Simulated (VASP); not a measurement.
Sr:

```
Sr
1.0
     0.00000    2.96082    2.96082
     2.96082    0.00000    2.96082
     2.96082    2.96082    0.00000
Sr
1
Cartesian
  0.0000 0.0000 0.0000
```

Program: VASP 6.6.1. Alike in all runs: task single point; potentials or basis VASP PAW PBE potentials, release 64 (Sr_sv); no spin polarisation; cell as given; cutoff (eV) 520. Hardware: 1 thread of Intel(R) Xeon(R) Platinum 8488C (Sapphire Rapids), with other jobs on the host.

Order these runs on this cell by their wall time, lowest first.
A. level PBEsol; k mesh 18 × 18 × 18; smearing gaussian 0.1 eV
B. level PBEsol; k mesh 12 × 12 × 12; smearing gaussian 0.5 eV
C. level r2SCAN; k mesh 12 × 12 × 12; smearing gaussian 0.1 eV

B (17 s), A (38 s), C (88 s).
